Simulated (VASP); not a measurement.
Input of a VASP 6.6.1 run:

File INCAR:

```
  PREC = Accurate
  ENCUT = 600
  EDIFF = 1E-6
  ISMEAR = 0
  SIGMA = 0.03
  LREAL = F
  LASPH = T
  NELM = 80
  ALGO = Normal
  ISIF = 3
  LWAVE = F
  LCHARG = F
  GGA = MK
  LUSE_VDW = T
  AGGAC = 0.0
  PARAM1 = 0.1234
  PARAM2 = 0.711357
  ZAB_VDW = -1.8867
  IBRION = 2
  NSW = 90
  EDIFFG = -0.01
```

Contents of KPOINTS:

```
Automatic mesh
0
Gamma
  9 9 2
```

Contents of POSCAR:

```
WSe2
1.0
    3.2900000000      0.0000000000      0.0000000000
   -1.6450000000      2.8492235800      0.0000000000
    0.0000000000      0.0000000000     12.9700000000
W Se
2 4
Direct
    0.3333333300      0.6666666700      0.2500000000
    0.6666666700      0.3333333300      0.7500000000
    0.3333333300      0.6666666700      0.6210000000
    0.6666666700      0.3333333300      0.1210000000
    0.3333333300      0.6666666700      0.8790000000
    0.6666666700      0.3333333300      0.3790000000
```

Potentials or basis: VASP PAW PBE potentials, release 64 (W_sv, Se).

The run is started by

```console
$ cat potpaw_PBE.64/W_sv/POTCAR potpaw_PBE.64/Se/POTCAR > POTCAR
$ mpirun -np 1 vasp_std > vasp.out
```

**Question.** Predict the band gap on the k mesh.

**Answer.** 1.05 eV, indirect (least direct gap 1.51 eV).

**Question.** Predict the space group after relaxing (to 0.05 Å).

**Answer.** P6_3/mmc (No. 194).

**Question.** What does it give for the relaxed cell?

**Answer.** a = 3.303 Å, b = 3.303 Å, c = 13.095 Å, α = 90.00°, β = 90.00°, γ = 120.00°.

Forces on the atoms (eV/Å):
```
W    0.000  0.000  0.000
W    0.000  0.000  0.000
Se   0.000  0.000 -0.004
Se   0.000  0.000 -0.004
Se   0.000  0.000  0.004
Se   0.000  0.000  0.004
```

Caveat: the PAW data sets were made with another functional, which shifts forces and pressure a little; spin-orbit coupling is left out, which moves the levels of the heavy elements; an odd mesh through Γ misses points on the zone boundary, where band edges often lie. Zero-point motion and thermal expansion aren't in these numbers.
